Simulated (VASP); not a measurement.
These are MS2 meta-GGA, VASP's PBE PAW potentials (set 64) (plane waves; VASP) values and carry that method's errors.

The input files of a VASP run:

POSCAR:
```
Rh
1
    0.0000000000     1.9161798953     1.9161798953
    1.9161798953     0.0000000000     1.9161798953
    1.9161798953     1.9161798953     0.0000000000
Rh
1
Direct
  0.0000000000   0.0000000000   0.0000000000
```

INCAR:
```
SYSTEM  =  Rh
PREC  =  Accurate; ENCUT  =  520; LREAL  =  F
LASPH  =  T
EDIFF  =  1E-7; NELM  =  100; ALGO  =  Normal
LMAXMIX  =  4; LMIXTAU  =  T
ISMEAR  =  1; SIGMA  =  0.1
METAGGA  =  MS2
ISIF  =  2
LWAVE  =  F; LCHARG  =  F
```

KPOINTS:
```
Automatic mesh
0
Gamma
16 16 16
0 0 0
```

POTCAR, in this order: Rh_pv (PBE.64 set). Program: vasp_std.

The resulting files:

OSZICAR:
```
       N       E                     dE             d eps       ncg     rms          rms(c)
DAV:   1     0.102625761968E+03    0.10263E+03   -0.88669E+03  3190   0.138E+03
DAV:   2    -0.172999619072E+02   -0.11993E+03   -0.11502E+03  3286   0.375E+02
DAV:   3    -0.189327959369E+02   -0.16328E+01   -0.16151E+01  3748   0.490E+01
DAV:   4    -0.189441277292E+02   -0.11332E-01   -0.11328E-01  3583   0.413E+00
DAV:   5    -0.189443677238E+02   -0.23999E-03   -0.23999E-03  3852   0.504E-01    0.233E+01
DAV:   6    -0.610711731180E+01    0.12837E+02   -0.32432E+01  3334   0.836E+01    0.578E+00
DAV:   7    -0.550847222537E+01    0.59865E+00   -0.20019E+00  3463   0.222E+01    0.214E+00
DAV:   8    -0.549912375655E+01    0.93485E-02   -0.71088E-02  3805   0.300E+00    0.119E+00
DAV:   9    -0.549982592178E+01   -0.70217E-03   -0.32845E-01  3304   0.932E+00    0.105E+00
DAV:  10    -0.549376927771E+01    0.60566E-02   -0.19688E-01  3217   0.715E+00    0.200E-01
DAV:  11    -0.549660057190E+01   -0.28313E-02   -0.10018E-02  3958   0.155E+00    0.371E-01
DAV:  12    -0.549369075589E+01    0.29098E-02   -0.92647E-03  3451   0.157E+00    0.535E-02
DAV:  13    -0.549311917631E+01    0.57158E-03   -0.10536E-03  3355   0.493E-01    0.308E-02
DAV:  14    -0.549315620780E+01   -0.37031E-04   -0.49188E-05  3787   0.108E-01    0.143E-02
DAV:  15    -0.549308992603E+01    0.66282E-04   -0.34162E-05  3454   0.956E-02    0.601E-03
DAV:  16    -0.549308125085E+01    0.86752E-05   -0.46580E-06  3400   0.374E-02    0.239E-03
DAV:  17    -0.549307991600E+01    0.13349E-05   -0.46086E-07  3796   0.116E-02    0.328E-04
DAV:  18    -0.549307939263E+01    0.52337E-06   -0.76751E-09  1862   0.136E-03    0.146E-04
DAV:  19    -0.549307985984E+01   -0.46722E-06   -0.95692E-10  1799   0.532E-04    0.336E-05
DAV:  20    -0.549307959561E+01    0.26424E-06   -0.32839E-10  1751   0.303E-04    0.976E-06
DAV:  21    -0.549307970389E+01   -0.10828E-06   -0.36062E-11  1736   0.914E-05    0.622E-06
DAV:  22    -0.549307968414E+01    0.19746E-07   -0.88044E-12  1718   0.450E-05
   1 F= -.54930797E+01 E0= -.54928251E+01  d E =-.763893E-03
```

**OUTCAR**
```
------------------------ aborting loop because EDIFF is reached ----------------------------------------
  FORCE on cell =-STRESS in cart. coord.  units (eV):
  Direction    XX          YY          ZZ          XY          YZ          ZX
  --------------------------------------------------------------------------------------
  Total       -0.7026432     -0.7026432     -0.7026432      0.0000000      0.0000000      0.0000000
  in kB      -80.0030652    -80.0030652    -80.0030652      0.0000000      0.0000000      0.0000000
  external PRESSURE =     -80.0030652 kB  Pullay stress =       0.0000000 kB
  volume of cell :       14.07
      direct lattice vectors                 reciprocal lattice vectors
     0.000000000  1.916179895  1.916179895    -0.260935834  0.260935834  0.260935834
     1.916179895  0.000000000  1.916179895     0.260935834 -0.260935834  0.260935834
     1.916179895  1.916179895  0.000000000     0.260935834  0.260935834 -0.260935834
 POSITION                                       TOTAL-FORCE (eV/Angst)
 -----------------------------------------------------------------------------------
      0.00000      0.00000      0.00000         0.000000      0.000000      0.000000
 -----------------------------------------------------------------------------------
    total drift:                               -0.000000     -0.000000     -0.000000
  FREE ENERGIE OF THE ION-ELECTRON SYSTEM (eV)
  ---------------------------------------------------
  free  energy   TOTEN  =        -5.4930796841 eV

  energy  without entropy=       -5.4923157908  energy(sigma->0) =       -5.49282505
```
(Selected blocks of OUTCAR.)

The compound is Rh in the fcc structure. This cell is one point of a volume scan, at 1.03 of the reference volume.
